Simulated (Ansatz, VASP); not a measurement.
Two plane-wave programs on Ta3AsAu2O13

File INCAR:

```
PREC     = Accurate       # precision mode
ENCUT    = 520            # plane-wave cutoff, eV
EDIFF    = 1E-7           # SCF threshold, eV
ISMEAR   = -1             # smearing method
SIGMA    = 0.05           # smearing width, eV
LREAL    = False          # projectors in reciprocal space
LASPH    = True           # aspherical terms in the spheres
NELM     = 100            # most SCF steps
ALGO     = Normal         # electronic algorithm
ISIF     = 2              # what is computed and relaxed
LWAVE    = False          # write WAVECAR
LCHARG   = False          # write CHGCAR
GGA      = PE             # functional
NBANDS   = 84             # bands
KPAR     = 4
```

The input KPOINTS:

```
Automatic mesh
0
Gamma
  6 6 3
```

Contents of POSCAR:

```
Ta3AsAu2O13
1.0
    5.5237855960      0.0000000000      0.0000000000
   -2.7618927980      4.7837435727      0.0000000000
    0.0000000000      0.0000000000      9.7050741924
Ta As Au O
3 1 2 13
Direct
    0.0000000000      0.0000000000      0.1940800000
    0.0000000000      0.0000000000      0.8059200000
    0.6666700000      0.3333300000      0.0000000000
    0.0000000000      0.0000000000      0.5000000000
    0.3333300000      0.6666700000      0.2742800000
    0.3333300000      0.6666700000      0.7257200000
    0.0000000000      0.0000000000      0.0000000000
    0.2394700000      0.9712900000      0.3640200000
    0.0287100000      0.2681800000      0.3640200000
    0.7318200000      0.7605300000      0.3640200000
    0.2394700000      0.9712900000      0.6359800000
    0.0287100000      0.2681800000      0.6359800000
    0.7318200000      0.7605300000      0.6359800000
    0.3845200000      0.3342500000      0.8584400000
    0.6657500000      0.0502600000      0.8584400000
    0.9497400000      0.6154800000      0.8584400000
    0.3845200000      0.3342500000      0.1415600000
    0.6657500000      0.0502600000      0.1415600000
    0.9497400000      0.6154800000      0.1415600000
```

input.yaml

```yaml
crystal:
  lattice:
    - [5.523785596, 0.0, 0.0]
    - [-2.761892798, 4.7837435727, 0.0]
    - [0.0, 0.0, 9.7050741924]
  atoms:
    - { symbol: Ta, position: [0.0, 0.0, 0.19408] }
    - { symbol: Ta, position: [0.0, 0.0, 0.80592] }
    - { symbol: Ta, position: [0.66667, 0.33333, 0.0] }
    - { symbol: As, position: [0.0, 0.0, 0.5] }
    - { symbol: Au, position: [0.33333, 0.66667, 0.27428] }
    - { symbol: Au, position: [0.33333, 0.66667, 0.72572] }
    - { symbol: O, position: [0.0, 0.0, 0.0] }
    - { symbol: O, position: [0.23947, 0.97129, 0.36402] }
    - { symbol: O, position: [0.02871, 0.26818, 0.36402] }
    - { symbol: O, position: [0.73182, 0.76053, 0.36402] }
    - { symbol: O, position: [0.23947, 0.97129, 0.63598] }
    - { symbol: O, position: [0.02871, 0.26818, 0.63598] }
    - { symbol: O, position: [0.73182, 0.76053, 0.63598] }
    - { symbol: O, position: [0.38452, 0.33425, 0.85844] }
    - { symbol: O, position: [0.66575, 0.05026, 0.85844] }
    - { symbol: O, position: [0.94974, 0.61548, 0.85844] }
    - { symbol: O, position: [0.38452, 0.33425, 0.14156] }
    - { symbol: O, position: [0.66575, 0.05026, 0.14156] }
    - { symbol: O, position: [0.94974, 0.61548, 0.14156] }
hamiltonian:
  xc: pbe
  pseudopotentials: { kind: paw }
kpoints:
  mp_grid: { grid: [6, 6, 3] }
scf:
  occupations: { method: fermi_dirac, width: 0.05 }
output:
  forces: true
  stress: true
  eigenvalues: true
```

Change from the starting cell: volume scaled by 1.04.

Alike in both runs: task single point; functional PBE; k mesh 6 × 6 × 3; occupations fermi-dirac, width 0.05 eV; no spin polarisation.

|  | VASP | Ansatz |
| --- | --- | --- |
| version | VASP 6.6.1 | Ansatz 0.2.0 |
| potentials or method | VASP PAW PBE potentials, release 64 (Ta_pv, As, Au, O) | Ansatz PAW |
| plane-wave cutoff (eV) | 520 | 420 |
| valence electrons in the cell | 138 | 170 |

Ansatz gave:

```
gap on the k mesh at the Fermi level (eV)       : none
pressure (GPa)                                  : -6.8
largest component of the traceless stress (GPa) : 1.15
rms of the force components (eV/Å)              : 0.165
```

Question: What did VASP give for the same quantities?

Answer: gap on the k mesh at the Fermi level (eV): none; pressure (GPa): -6.4; largest component of the traceless stress (GPa): 0.86; rms of the force components (eV/Å): 0.151.

Atom by atom the forces differ by 0.024 eV/Å (rms over components). A gap of «none» marks a metal or a gap that the smearing closes. The two sets of potentials don't hold the same shells in valence.

Caveats: the pressure holds a Pulay correction of +0.6 GPa for the finite cutoff (Ansatz). The runs have no spin-orbit coupling, so splittings on Au, Ta are missing.
